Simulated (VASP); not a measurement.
**ZnS (Sphalerite): what each functional gives, and what it costs**

Which functional reproduces the measured band gap of ZnS (Sphalerite), and what does it cost? The levels: LDA, PBE, r2SCAN, TB-mBJ, AM05, SCAN, HSE06, HSE03, PBE0, PBE-EpsX and r2SCAN-EpsX. LASPH is on for some levels and off for others; the table marks which. The start is a cell from a database of measured crystal structures.

Method: LDA; plane waves and PAW (Zn, S), in the first sound run; inputs show where later runs differ, in VASP 6.6.1.

**Measured values to reproduce.**

For ZnS, zincblende (literature value, sample not described, 19 K), “Electronic, vibrational, and thermodynamic properties of ZnS (zincblende and rocksalt structure)” (2009, arxiv:0911.5022) quotes earlier work: band gap (direct gap E0 at Gamma) 3.85 eV [literature value at 19 K; includes electron-phonon renormalization, which the paper puts …].

Most raw output is cut from this account.

## (1) The starting structure

The structure is cubic, space group F-43m (No. 216). Conventional cell: a = 5.409 Å, b = 5.409 Å, c = 5.409 Å, α = 90.00°, β = 90.00°, γ = 90.00°. Nearest to Zn lie 4 S at 2.34 Å. Nearest to S lie 4 Zn at 2.34 Å. Farther neighbours and most contacts between anions are not listed.

As a file:

```cif
data_structure
_symmetry_space_group_name_H-M 'F-43m'
_symmetry_Int_Tables_number 216
_cell_length_a 5.4093
_cell_length_b 5.4093
_cell_length_c 5.4093
_cell_angle_alpha 90.000
_cell_angle_beta 90.000
_cell_angle_gamma 90.000
_cell_volume 158.28
loop_
_atom_site_label
_atom_site_type_symbol
_atom_site_symmetry_multiplicity
_atom_site_Wyckoff_symbol
_atom_site_fract_x
_atom_site_fract_y
_atom_site_fract_z
_atom_site_occupancy
Zn1 Zn 4 a 0.00000 0.00000 0.00000 1
S1 S 4 d 0.25000 0.25000 0.75000 1
```

## (2) Bands with LDA

The mesh alone shows little of the dispersion and can miss band extrema, so KPOINTS_OPT adds a path through the symmetry points after the self-consistent cycle. LDA, the lowest rung, knows the local density alone.

The input, INCAR:

```
SYSTEM = ZnS
PREC = Accurate
ENCUT = 400
EDIFF = 1E-06
NELM = 100
ISMEAR = 0
SIGMA = 0.02
LREAL = .FALSE.
ALGO = Normal
GGA = CA
NBANDS = 21
LORBIT = 11
LWAVE = .FALSE.
LCHARG = .FALSE.
KPAR = 4
```

The input, POSCAR:

```
ZnS
1.0
    0.0000000000      2.7046500000      2.7046500000
    2.7046500000      0.0000000000      2.7046500000
    2.7046500000      2.7046500000      0.0000000000
Zn S
1 1
Direct
    0.0000000000      0.0000000000      0.0000000000
    0.2500000000      0.2500000000      0.2500000000
```

The input, KPOINTS:

```
Automatic mesh
0
Gamma
5 5 5
0 0 0
```

The input, KPOINTS_OPT:

```
Line mode
16
Line-mode
Reciprocal
  0.00000000   0.00000000   0.00000000 GAMMA
  0.50000000   0.00000000   0.50000000 X

  0.50000000   0.00000000   0.50000000 X
  0.50000000   0.25000000   0.75000000 W

  0.50000000   0.25000000   0.75000000 W
  0.37500000   0.37500000   0.75000000 K

  0.37500000   0.37500000   0.75000000 K
  0.00000000   0.00000000   0.00000000 GAMMA

  0.00000000   0.00000000   0.00000000 GAMMA
  0.50000000   0.50000000   0.50000000 L

  0.50000000   0.50000000   0.50000000 L
  0.62500000   0.25000000   0.62500000 U

  0.62500000   0.25000000   0.62500000 U
  0.50000000   0.25000000   0.75000000 W

  0.50000000   0.25000000   0.75000000 W
  0.50000000   0.50000000   0.50000000 L

  0.50000000   0.50000000   0.50000000 L
  0.37500000   0.37500000   0.75000000 K

  0.62500000   0.25000000   0.62500000 U
  0.50000000   0.00000000   0.50000000 X
```

PAW data sets: Zn and S (PBE family, release 64).

Command:

```sh
$ mpirun -np 4 vasp_std
```

Wall time 31 s (4 MPI ranks of Intel Xeon Platinum 8488C (Sapphire Rapids), shared host); peak memory 0.56 GiB; 98 s of CPU time.

The PAW data sets were made with PBE, though LDA sets exist; this is a small mismatch. At this level the cell is under a tension of 4.6 GPa, so at these settings it is away from equilibrium.

This step gave:

| Quantity | Value |
| --- | --- |
| SCF cycles | 12 |
| electrons | 18 |
| bands | 21 |
| irreducible k-points | 10 |
| symmetry operations | 24 |
| free energy (TOTEN) | -8.188 eV |
| Fermi energy | 2.033 eV |
| pressure | -4.574 GPa |
| metallic | no |
| least gap on mesh and path | 1.864 eV |
| least direct gap on mesh and path | 1.864 eV |
| valence top at k | 0, 0, 0 |
| conduction bottom at k | 0, 0, 0 |
| least direct gap at k | 0, 0, 0 |

The electronic bands at the labelled points (eV, zero at the valence-band top; v1 is the highest filled band, c1 the lowest empty one):

```csv
point,v4,v3,v2,v1,c1,c2,c3,c4
Γ,-5.99,0.00,0.00,0.00,1.86,6.26,6.26,6.26
0.47 of the way,-5.96,-2.45,-1.14,-1.14,4.24,4.51,8.18,8.18
X,-5.77,-4.66,-2.25,-2.25,3.19,3.90,10.70,11.76
0.47 of the way,-5.68,-4.66,-2.51,-2.49,3.98,4.61,9.62,9.93
W,-5.58,-4.67,-2.80,-2.77,5.53,5.92,7.68,8.05
0.53 of the way,-5.62,-4.69,-3.08,-2.18,4.55,5.85,8.39,8.92
K,-5.63,-4.70,-3.17,-1.83,3.93,5.82,9.19,9.66
0.47 of the way,-5.95,-3.37,-1.92,-0.57,4.41,6.37,6.81,7.29
Γ,-5.99,0.00,0.00,0.00,1.86,6.26,6.26,6.26
0.47 of the way,-5.99,-2.68,-0.43,-0.43,3.25,6.60,6.86,6.86
L,-5.78,-5.38,-0.88,-0.88,3.10,6.80,6.80,8.61
0.47 of the way,-5.73,-5.09,-2.08,-1.22,4.19,6.08,7.68,8.53
U,-5.63,-4.70,-3.17,-1.83,3.93,5.82,9.19,9.66
0.53 of the way,-5.61,-4.68,-3.06,-2.26,4.72,5.85,8.24,8.78
W,-5.58,-4.67,-2.80,-2.77,5.53,5.92,7.68,8.05
0.47 of the way,-5.70,-4.92,-2.51,-1.56,4.82,5.75,7.67,9.01
L,-5.78,-5.38,-0.88,-0.88,3.10,6.80,6.80,8.61
0.47 of the way,-5.73,-5.09,-2.08,-1.22,4.19,6.08,7.68,8.53
K,-5.63,-4.70,-3.17,-1.83,3.93,5.82,9.19,9.66
jump to U,-5.63,-4.70,-3.17,-1.83,3.93,5.82,9.19,9.66
0.47 of the way,-5.71,-4.67,-2.68,-2.12,3.54,4.51,10.02,10.84
X,-5.77,-4.66,-2.25,-2.25,3.19,3.90,10.70,11.76
```

Of the projections kept (Zn, S), the largest for each band there; the rest of the weight can lie on other orbitals:

```csv
point,v4,v3,v2,v1,c1,c2,c3,c4
Γ,Zn 1.00,S 0.75,S 0.75,S 0.75,Zn 0.51,Zn 0.98,Zn 0.98,Zn 0.98
X,Zn 0.97,Zn 0.71,S 0.71,S 0.71,Zn 0.78,Zn 0.80,S 0.79,Zn 0.58
W,Zn 0.97,Zn 0.59,S 0.70,S 0.58,S 0.60,Zn 0.52,Zn 0.76,Zn 0.76
K,Zn 0.97,Zn 0.60,S 0.61,S 0.70,Zn 0.78,S 0.51,S 0.63,Zn 0.64
Γ,Zn 1.00,S 0.75,S 0.75,S 0.75,Zn 0.51,Zn 0.98,Zn 0.98,Zn 0.98
L,Zn 0.98,S 0.52,S 0.72,S 0.72,Zn 0.70,Zn 0.91,Zn 0.91,S 0.78
```

The gap is 1.86 eV, direct at Γ. The direct gap lies -1.99 eV from the measured 3.85 eV.

## (3) Bands with PBE

This step: PBE; plane waves and PAW (Zn, S) (VASP 6.6.1).

PBE, the usual starting point, adds the gradient of the density.

INCAR, as its differences from that of step 2:

```diff
@@ -9,3 +9,3 @@
 ALGO = Normal
-GGA = CA
+GGA = PE
 NBANDS = 21
```

POSCAR is that of step 2.

KPOINTS is that of step 2.

KPOINTS_OPT is that of step 2.

Command:

```sh
$ mpirun -np 4 vasp_std
```

Elapsed: 27 s, on 4 MPI ranks; peak memory 0.59 GiB; 88 s of CPU time.

Numbers from this step:

```yaml
free_energy_toten: -6.834 eV
fermi_energy: 2.280 eV
pressure: 1.420 GPa
least_gap_on_mesh_and_path: 2.096 eV
least_direct_gap_on_mesh_and_path: 2.096 eV
```

The electronic bands at the labelled points (eV, zero at the valence-band top; v1 is the highest filled band, c1 the lowest empty one):

```csv
point,v4,v3,v2,v1,c1,c2,c3,c4
Γ,-5.84,0.00,0.00,0.00,2.10,6.39,6.39,6.39
0.47 of the way,-5.80,-2.37,-1.12,-1.12,4.42,4.68,8.30,8.30
X,-5.62,-4.55,-2.21,-2.21,3.41,4.07,10.96,11.94
0.47 of the way,-5.54,-4.56,-2.46,-2.44,4.18,4.76,9.81,10.09
W,-5.44,-4.58,-2.74,-2.71,5.70,6.02,7.86,8.24
0.53 of the way,-5.47,-4.59,-3.01,-2.13,4.73,5.98,8.56,9.10
K,-5.49,-4.61,-3.10,-1.80,4.13,5.96,9.39,9.77
0.47 of the way,-5.80,-3.28,-1.86,-0.56,4.57,6.57,6.97,7.41
Γ,-5.84,0.00,0.00,0.00,2.10,6.39,6.39,6.39
0.47 of the way,-5.84,-2.60,-0.42,-0.42,3.44,6.78,6.98,6.98
L,-5.63,-5.28,-0.86,-0.86,3.30,6.92,6.92,8.86
0.47 of the way,-5.59,-4.99,-2.02,-1.20,4.36,6.24,7.80,8.72
U,-5.49,-4.61,-3.10,-1.80,4.13,5.96,9.39,9.77
0.53 of the way,-5.47,-4.59,-2.99,-2.21,4.89,5.98,8.41,8.96
W,-5.44,-4.58,-2.74,-2.71,5.70,6.02,7.86,8.24
0.47 of the way,-5.56,-4.83,-2.45,-1.53,4.96,5.93,7.81,9.17
L,-5.63,-5.28,-0.86,-0.86,3.30,6.92,6.92,8.86
0.47 of the way,-5.59,-4.99,-2.02,-1.20,4.36,6.24,7.80,8.72
K,-5.49,-4.61,-3.10,-1.80,4.13,5.96,9.39,9.77
jump to U,-5.49,-4.61,-3.10,-1.80,4.13,5.96,9.39,9.77
0.47 of the way,-5.56,-4.56,-2.63,-2.09,3.75,4.67,10.23,10.97
X,-5.62,-4.55,-2.21,-2.21,3.41,4.07,10.96,11.94
```

Of the projections kept (Zn, S), the largest for each band there; the rest of the weight can lie on other orbitals:

```csv
point,v4,v3,v2,v1,c1,c2,c3,c4
Γ,Zn 1.00,S 0.75,S 0.75,S 0.75,Zn 0.52,Zn 0.98,Zn 0.98,Zn 0.98
X,Zn 0.97,Zn 0.71,S 0.72,S 0.72,Zn 0.79,Zn 0.80,S 0.78,Zn 0.59
W,Zn 0.97,Zn 0.58,S 0.71,S 0.58,S 0.59,Zn 0.53,Zn 0.77,Zn 0.78
K,Zn 0.97,Zn 0.59,S 0.61,S 0.71,Zn 0.78,S 0.51,S 0.62,Zn 0.64
Γ,Zn 1.00,S 0.75,S 0.75,S 0.75,Zn 0.52,Zn 0.98,Zn 0.98,Zn 0.98
L,Zn 0.98,S 0.53,S 0.72,S 0.72,Zn 0.70,Zn 0.91,Zn 0.91,S 0.77
```

The gap is 2.10 eV, direct at Γ. Against LDA that is +0.23 eV; the cost is about the same. The direct gap lies -1.75 eV from the measured 3.85 eV.

## (4) Bands with r2SCAN

This step: r2SCAN; plane waves and PAW (Zn, S) (VASP 6.6.1).

r2SCAN adds the kinetic-energy density, costs more than a GGA and is run with LASPH.

INCAR, as its differences from that of step 3:

```diff
@@ -9,3 +9,4 @@
 ALGO = Normal
-GGA = PE
+METAGGA = R2SCAN
+LASPH = .TRUE.
 NBANDS = 21
```

POSCAR is that of step 3.

KPOINTS is that of step 3.

KPOINTS_OPT is that of step 3.

Command:

```sh
$ mpirun -np 4 vasp_std
```

The job ended after 1.7 min (4 MPI ranks; peak memory 0.63 GiB; 5.8 min of CPU time).

The PAW data sets were made with PBE, which is usual practice but a small mismatch for other functionals.

The electronic bands at the labelled points (eV, zero at the valence-band top; v1 is the highest filled band, c1 the lowest empty one):

```csv
point,v4,v3,v2,v1,c1,c2,c3,c4
Γ,-5.95,0.00,0.00,0.00,2.66,6.90,6.90,6.90
0.47 of the way,-5.91,-2.36,-1.14,-1.14,4.93,5.12,8.89,8.89
X,-5.73,-4.60,-2.27,-2.27,3.73,4.48,11.74,12.80
0.47 of the way,-5.65,-4.61,-2.52,-2.51,4.51,5.20,10.45,10.77
W,-5.55,-4.62,-2.80,-2.78,6.05,6.58,8.46,8.70
0.53 of the way,-5.59,-4.64,-3.09,-2.18,5.12,6.46,9.13,9.67
K,-5.61,-4.66,-3.17,-1.85,4.51,6.43,9.96,10.40
0.47 of the way,-5.91,-3.31,-1.89,-0.58,5.14,7.04,7.44,7.95
Γ,-5.95,0.00,0.00,0.00,2.66,6.90,6.90,6.90
0.47 of the way,-5.95,-2.61,-0.43,-0.43,3.98,7.30,7.50,7.50
L,-5.75,-5.38,-0.88,-0.88,3.80,7.39,7.39,9.40
0.47 of the way,-5.70,-5.08,-2.05,-1.23,4.85,6.67,8.31,9.30
U,-5.61,-4.66,-3.17,-1.85,4.51,6.43,9.96,10.40
0.53 of the way,-5.58,-4.64,-3.06,-2.27,5.28,6.47,8.98,9.52
W,-5.55,-4.62,-2.80,-2.78,6.05,6.58,8.46,8.70
0.47 of the way,-5.68,-4.90,-2.49,-1.57,5.48,6.33,8.37,9.71
L,-5.75,-5.38,-0.88,-0.88,3.80,7.39,7.39,9.40
0.47 of the way,-5.70,-5.08,-2.05,-1.23,4.85,6.67,8.31,9.30
K,-5.61,-4.66,-3.17,-1.85,4.51,6.43,9.96,10.40
jump to U,-5.61,-4.66,-3.17,-1.85,4.51,6.43,9.96,10.40
0.47 of the way,-5.68,-4.61,-2.69,-2.14,4.09,5.09,10.92,11.69
X,-5.73,-4.60,-2.27,-2.27,3.73,4.48,11.74,12.80
```

Of the projections kept (Zn, S), the largest for each band there; the rest of the weight can lie on other orbitals:

```csv
point,v4,v3,v2,v1,c1,c2,c3,c4
Γ,Zn 1.00,S 0.74,S 0.74,S 0.74,Zn 0.51,Zn 0.98,Zn 0.98,Zn 0.98
X,Zn 0.97,Zn 0.70,S 0.71,S 0.71,Zn 0.79,Zn 0.82,S 0.77,Zn 0.60
W,Zn 0.97,Zn 0.57,S 0.71,S 0.58,S 0.58,Zn 0.55,Zn 0.77,Zn 0.78
K,Zn 0.97,Zn 0.57,S 0.61,S 0.70,Zn 0.79,Zn 0.51,S 0.60,Zn 0.65
Γ,Zn 1.00,S 0.74,S 0.74,S 0.74,Zn 0.51,Zn 0.98,Zn 0.98,Zn 0.98
L,Zn 0.98,S 0.55,S 0.72,S 0.72,Zn 0.71,Zn 0.92,Zn 0.92,S 0.77
```

The gap is 2.66 eV, direct at Γ. Against LDA that is +0.79 eV; this run took 3.3 times the core time. The direct gap lies -1.19 eV from the measured 3.85 eV.

## (5) Bands with TB-mBJ

This step: TB-mBJ; plane waves and PAW (Zn, S) (VASP 6.6.1).

TB-mBJ is a local potential fitted to gaps: it costs far less than a hybrid but gives no energy.

INCAR, as its differences from that of step 4:

```diff
@@ -4,3 +4,3 @@
 EDIFF = 1E-06
-NELM = 100
+NELM = 150
 ISMEAR = 0
@@ -9,3 +9,3 @@
 ALGO = Normal
-METAGGA = R2SCAN
+METAGGA = MBJ
 LASPH = .TRUE.
```

POSCAR is that of step 4.

KPOINTS is that of step 4.

KPOINTS_OPT is that of step 4.

Command:

```sh
$ mpirun -np 4 vasp_std
```

It took 82 s on 4 MPI ranks; peak memory 0.63 GiB.

This functional is a potential without an energy, so its energies, forces and stress mean nothing and are not read.

Electronic bands along the path, in eV, zero at the valence-band top; v1 is the highest filled band, c1 the lowest empty one:

```csv
point,v4,v3,v2,v1,c1,c2,c3,c4
Γ,-5.23,0.00,0.00,0.00,3.69,7.57,7.57,7.58
0.47 of the way,-5.20,-1.96,-0.98,-0.98,5.68,5.95,9.42,9.42
X,-5.06,-3.98,-2.00,-2.00,4.57,5.30,12.18,13.46
0.47 of the way,-5.00,-4.00,-2.19,-2.19,5.27,5.95,10.88,11.25
W,-4.91,-4.02,-2.41,-2.41,6.63,7.25,9.08,9.15
0.53 of the way,-4.94,-4.04,-2.67,-1.90,5.85,7.09,9.62,10.14
K,-4.96,-4.05,-2.75,-1.62,5.32,7.06,10.34,10.82
0.47 of the way,-5.21,-2.84,-1.60,-0.50,5.95,7.63,8.04,8.57
Γ,-5.23,0.00,0.00,0.00,3.69,7.57,7.57,7.58
0.47 of the way,-5.23,-2.20,-0.37,-0.37,4.88,7.90,8.12,8.12
L,-5.08,-4.75,-0.77,-0.77,4.73,7.95,7.95,10.12
0.47 of the way,-5.05,-4.46,-1.74,-1.07,5.65,7.30,8.82,9.82
U,-4.96,-4.05,-2.75,-1.62,5.32,7.06,10.34,10.82
0.53 of the way,-4.94,-4.03,-2.65,-1.97,5.99,7.10,9.48,9.99
W,-4.91,-4.02,-2.41,-2.41,6.63,7.25,9.08,9.15
0.47 of the way,-5.03,-4.29,-2.12,-1.35,6.22,6.97,8.93,10.07
L,-5.08,-4.75,-0.77,-0.77,4.73,7.95,7.95,10.12
0.47 of the way,-5.05,-4.46,-1.74,-1.07,5.65,7.30,8.82,9.82
K,-4.96,-4.05,-2.75,-1.62,5.32,7.06,10.34,10.82
jump to U,-4.96,-4.05,-2.75,-1.62,5.32,7.06,10.34,10.82
0.47 of the way,-5.02,-4.00,-2.35,-1.89,4.91,5.84,11.35,12.10
X,-5.06,-3.98,-2.00,-2.00,4.57,5.30,12.18,13.46
```

Of the projections kept (Zn, S), the largest for each band there; the rest of the weight can lie on other orbitals:

```csv
point,v4,v3,v2,v1,c1,c2,c3,c4
Γ,Zn 1.00,S 0.73,S 0.73,S 0.73,Zn 0.50,Zn 0.98,Zn 0.98,Zn 0.98
X,Zn 0.97,Zn 0.67,S 0.72,S 0.72,Zn 0.79,Zn 0.84,S 0.74,Zn 0.61
W,Zn 0.97,Zn 0.51,S 0.71,S 0.59,S 0.54,Zn 0.59,Zn 0.76,Zn 0.75
K,Zn 0.97,Zn 0.52,S 0.61,S 0.71,Zn 0.80,Zn 0.55,S 0.58,Zn 0.65
Γ,Zn 1.00,S 0.73,S 0.73,S 0.73,Zn 0.50,Zn 0.98,Zn 0.98,Zn 0.98
L,Zn 0.98,S 0.63,S 0.72,S 0.72,Zn 0.71,Zn 0.93,Zn 0.93,S 0.77
```

The gap is 3.69 eV, direct at Γ. Against LDA that is +1.82 eV; this run took 2.6 times the core time. The direct gap lies -0.16 eV from the measured 3.85 eV.

## (6) Bands with AM05

This step: AM05; plane waves and PAW (Zn, S) (VASP 6.6.1).

AM05 is built from the electron gas and the surface model, and does well on lattice constants.

INCAR, as its differences from that of step 5:

```diff
@@ -4,3 +4,3 @@
 EDIFF = 1E-06
-NELM = 150
+NELM = 100
 ISMEAR = 0
@@ -9,4 +9,3 @@
 ALGO = Normal
-METAGGA = MBJ
-LASPH = .TRUE.
+GGA = AM
 NBANDS = 21
```

POSCAR is that of step 5.

KPOINTS is that of step 5.

KPOINTS_OPT is that of step 5.

Command:

```sh
$ mpirun -np 4 vasp_std
```

The job ended after 31 s (4 MPI ranks; peak memory 0.58 GiB; 1.7 min of CPU time).

The electronic bands at the labelled points (eV, zero at the valence-band top; v1 is the highest filled band, c1 the lowest empty one):

```csv
point,v4,v3,v2,v1,c1,c2,c3,c4
Γ,-5.89,0.00,0.00,0.00,2.08,6.34,6.34,6.34
0.47 of the way,-5.85,-2.39,-1.13,-1.13,4.41,4.63,8.26,8.26
X,-5.66,-4.59,-2.23,-2.23,3.37,4.03,10.94,11.90
0.47 of the way,-5.58,-4.60,-2.48,-2.46,4.14,4.72,9.79,10.06
W,-5.48,-4.61,-2.76,-2.73,5.68,5.99,7.82,8.21
0.53 of the way,-5.52,-4.63,-3.04,-2.15,4.70,5.96,8.53,9.07
K,-5.54,-4.65,-3.12,-1.81,4.09,5.93,9.37,9.74
0.47 of the way,-5.85,-3.31,-1.88,-0.57,4.55,6.54,6.94,7.36
Γ,-5.89,0.00,0.00,0.00,2.08,6.34,6.34,6.34
0.47 of the way,-5.89,-2.62,-0.43,-0.43,3.42,6.75,6.93,6.93
L,-5.68,-5.31,-0.87,-0.87,3.26,6.88,6.88,8.85
0.47 of the way,-5.63,-5.03,-2.04,-1.21,4.32,6.21,7.76,8.71
U,-5.54,-4.65,-3.12,-1.81,4.09,5.93,9.37,9.74
0.53 of the way,-5.51,-4.62,-3.01,-2.23,4.86,5.96,8.37,8.93
W,-5.48,-4.61,-2.76,-2.73,5.68,5.99,7.82,8.21
0.47 of the way,-5.61,-4.86,-2.47,-1.54,4.93,5.90,7.78,9.15
L,-5.68,-5.31,-0.87,-0.87,3.26,6.88,6.88,8.85
0.47 of the way,-5.63,-5.03,-2.04,-1.21,4.32,6.21,7.76,8.71
K,-5.54,-4.65,-3.12,-1.81,4.09,5.93,9.37,9.74
jump to U,-5.54,-4.65,-3.12,-1.81,4.09,5.93,9.37,9.74
0.47 of the way,-5.61,-4.60,-2.65,-2.10,3.71,4.63,10.21,10.93
X,-5.66,-4.59,-2.23,-2.23,3.37,4.03,10.94,11.90
```

Of the projections kept (Zn, S), the largest for each band there; the rest of the weight can lie on other orbitals:

```csv
point,v4,v3,v2,v1,c1,c2,c3,c4
Γ,Zn 1.00,S 0.75,S 0.75,S 0.75,Zn 0.51,Zn 0.98,Zn 0.98,Zn 0.98
X,Zn 0.97,Zn 0.71,S 0.71,S 0.71,Zn 0.79,Zn 0.79,S 0.78,Zn 0.59
W,Zn 0.97,Zn 0.59,S 0.71,S 0.58,S 0.59,Zn 0.53,Zn 0.77,Zn 0.78
K,Zn 0.97,Zn 0.59,S 0.61,S 0.70,Zn 0.78,S 0.51,S 0.61,Zn 0.64
Γ,Zn 1.00,S 0.75,S 0.75,S 0.75,Zn 0.51,Zn 0.98,Zn 0.98,Zn 0.98
L,Zn 0.98,S 0.53,S 0.72,S 0.72,Zn 0.70,Zn 0.91,Zn 0.91,S 0.77
```

The gap is 2.08 eV, direct at Γ. Against LDA that is +0.22 eV; the cost is about the same. The direct gap lies -1.77 eV from the measured 3.85 eV.

(Part 1 of 3 ends here.)

[Lines on the potential files, build, host, timing and source positions are cut from VASP's logs without a mark.]

[Logs are printed without paths, hosts, clocks, repeated set-up lines and the standing remarks that a program may print on its own settings, such as how far it seeks lower states.]

[Hosts, paths, dates, database ids (printed as entryN), source tags and the programs' standing remarks are cut or masked in the printed files.]

[A measured line is paired with the nearest computed mode of its activity, which favours agreement.]
